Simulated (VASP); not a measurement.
Consider the following.

```
CELL_PARAMETERS angstrom
      3.33486     0.00000     0.00000
      0.00000     3.33486     0.00000
      0.00000     0.00000     3.33486
ATOMIC_POSITIONS crystal
  Hf 0.00000 0.00000 0.00000
  As 0.50000 0.50000 0.50000
```

Level of theory: PBE GGA, VASP's PBE PAW potentials (set 64) (plane waves; VASP). Settings: 400 eV cut-off, Gaussian smearing of 0.050 eV, potentials Hf_pv As.

Task: Give the energies of bands 5 to 10 at the high-symmetry points, in eV from the Fermi level.

Result: 
```json
[
 {"band": "5", "Γ": "-1.60", "X": "-6.98", "M": "-3.94", "R": "-5.12"},
 {"band": "6", "Γ": "-1.60", "X": "-1.27", "M": "-3.94", "R": "-5.12"},
 {"band": "7", "Γ": "0.38", "X": "-1.27", "M": "-1.98", "R": "-5.12"},
 {"band": "8", "Γ": "0.38", "X": "-0.58", "M": "1.53", "R": "3.53"},
 {"band": "9", "Γ": "0.38", "X": "3.97", "M": "1.53", "R": "3.53"},
 {"band": "10", "Γ": "3.39", "X": "4.97", "M": "2.03", "R": "3.53"}
]
```

It has no gap at this level: it comes out as a metal or semimetal.

The structure was generated: HfAs was put into the CsCl type type (Pm-3m), which need not be its known phase. It was relaxed first, which changed the volume by -34 %. The electron count is odd and the run is not spin-polarised, which forces a metal.
